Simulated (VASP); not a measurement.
```
TlCl
1.0
    3.91680     0.00000     0.00000
    0.00000     3.91680     0.00000
    0.00000     0.00000     3.91680
Tl Cl
1 1
Direct
  0.00000   0.00000   0.00000
  0.50000   0.50000   0.50000
```

Method: PBE GGA, VASP's PBE PAW potentials (set 64) (plane waves; VASP 6.6.1). Numerical set-up: 400 eV cut-off, 8×8×8 Monkhorst-Pack mesh, Gaussian smearing of 0.050 eV, potentials Tl_d Cl.

Question: Predict the energy per atom (σ→0).

Answer: 
| Property | Value |
|---|---|
| energy per atom (σ→0) | -3008 meV/atom |

Total energies compare only between runs with the same potentials, cut-off and functional.

The compound is TlCl in the CsCl type structure. The cell was not relaxed at this level. The run is one of a series of settings (KPOINTS 8×8×8 Monkhorst-Pack mesh against the base run), some of them coarse on purpose.
